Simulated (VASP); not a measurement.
CaH12Cl2O6: single point with LDA

Crystal: CaH12Cl2O6.

```
O H Ca Cl
1.0
     6.83848    0.00000    0.00000
     0.00000    6.83848    0.00000
     0.00000    0.00000    6.83848
O H Ca Cl
6 12 1 2
Direct
  0.97862 0.87152 0.58137
  0.53342 0.81202 0.79719
  0.16779 0.29784 0.01001
  0.65675 0.43527 0.84642
  0.36619 0.54547 0.30358
  0.93513 0.86405 0.04739
  0.07222 0.96383 0.52441
  0.00352 0.74828 0.50986
  0.47872 0.93168 0.73176
  0.61914 0.74411 0.71354
  0.08505 0.30501 0.12246
  0.09778 0.26323 0.89045
  0.55688 0.35559 0.75670
  0.78196 0.41053 0.78844
  0.22509 0.51149 0.28903
  0.41078 0.45722 0.40845
  0.96194 0.91210 0.91580
  0.02034 0.74458 0.06403
  0.59667 0.65054 0.07709
  0.90716 0.47544 0.33779
  0.40670 0.19355 0.59855
```

The cell was built by a generator and needn't be a form met in nature.

```
Program             : VASP 6.6.1
Task                : single point
Functional          : LDA
Potentials or basis : VASP PAW LDA potentials, release 64 (O, H, Ca_sv, Cl)
Cutoff              : 520 eV
k mesh              : 1 × 1 × 1
Occupations         : fermi-dirac, width 0.02 eV
Spin                : no spin polarisation
```

```json
{
 "Pressure": "-1.6 GPa",
 "Largest force": "2.298 eV/Å",
 "Band gap on the k mesh": "3.82 eV, direct"
}
```

Forces in eV/Å, atoms in the order of the input:
```
O    0.215 -0.094  0.189
O   -1.405  0.869  1.598
O    1.434  0.162 -1.289
O   -1.192 -0.225 -0.322
O   -0.093  0.499 -0.549
O   -0.010 -1.627  0.422
H    0.007  0.173  0.125
H   -0.276 -0.099  0.018
H    0.197  0.217 -0.108
H    1.178 -0.754 -1.549
H   -1.380 -0.051  0.866
H    0.025 -0.063  0.287
H    0.352  0.150  0.501
H    0.944 -0.203 -0.457
H    0.175  0.202  0.028
H    0.097 -0.543  0.364
H    0.060 -0.030 -0.596
H   -0.693  1.004  0.002
Ca   0.531 -0.074  0.741
Cl  -0.099  0.409 -0.319
Cl  -0.066  0.077  0.048
```

Stress tensor (GPa, compression positive):
```
-1.58 -0.99 -1.04
-0.99 -2.18  0.77
-1.04  0.77 -0.97
```

Levels at points of the mesh, in eV from the valence-band top:
```csv
k point,band 34,band 35,band 36,band 37,band 38,band 39
"(0.00, 0.00, 0.00)",-0.30,-0.25,0.00,3.82,5.75,5.97
```

Run time: 46 s on 1 thread of Intel(R) Xeon(R) Platinum 8559C (Emerald Rapids) (shared host), peak memory 0.29 GiB.
